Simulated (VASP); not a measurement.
Input of a VASP 6.6.1 run:

INCAR

```
SYSTEM = InFe2CuSe4
PREC = Accurate
ENCUT = 520
EDIFF = 1E-6
ISMEAR = 0
SIGMA = 0.02
LREAL = .False.
LASPH = .True.
NELM = 120
ALGO = Normal
ISIF = 2
LWAVE = .False.
LCHARG = .False.
ISPIN = 2
MAGMOM = 0 0 0 0 0 0.6 3 3
LORBIT = 11
LMAXMIX = 4
NBANDS = 46
```

KPOINTS

```
Automatic mesh
0
Gamma
  7 7 7
  0 0 0
```

File POSCAR:

```
InFe2CuSe4
1.0
   -2.8824890000      2.8824890000      5.7770380000
    2.8824890000     -2.8824890000      5.7770380000
    2.8824890000      2.8824890000     -5.7770380000
In Se Cu Fe
1 4 1 2
Cartesian
    0.0000000000      0.0000000000      0.0000000000
   -1.3421041733      1.3421041733      7.3069594195
    1.5403848267      1.5403848267     -1.5299214195
    1.3421041733      1.3421041733      4.2471165805
    1.3421041733     -1.3421041733      7.3069594195
    0.0000000000      0.0000000000      5.7770380000
    2.8824890000      0.0000000000      2.8885190000
    0.0000000000      2.8824890000      2.8885190000
```

Potentials or basis: VASP PAW LDA potentials, release 64 (In_d, Se, Cu, Fe).

The run is started by

```sh
$ cat potpaw_LDA.64/In_d/POTCAR potpaw_LDA.64/Se/POTCAR potpaw_LDA.64/Cu/POTCAR potpaw_LDA.64/Fe/POTCAR > POTCAR
$ mpirun -np 1 vasp_std > vasp.out
```

Task: What does it give for the site moments?

Result: In +0.03; Se +0.10; Cu +0.12; Fe +3.12 μB.

Task: Predict the largest force.

Result: 0.181 eV/Å.

Stress tensor (GPa, compression positive):
```
-6.04  0.00  0.00
 0.00 -6.04  0.00
 0.00  0.00 -5.86
```

Caveat: only a ferromagnetic start was run, and an antiferromagnetic order may lie lower in energy.
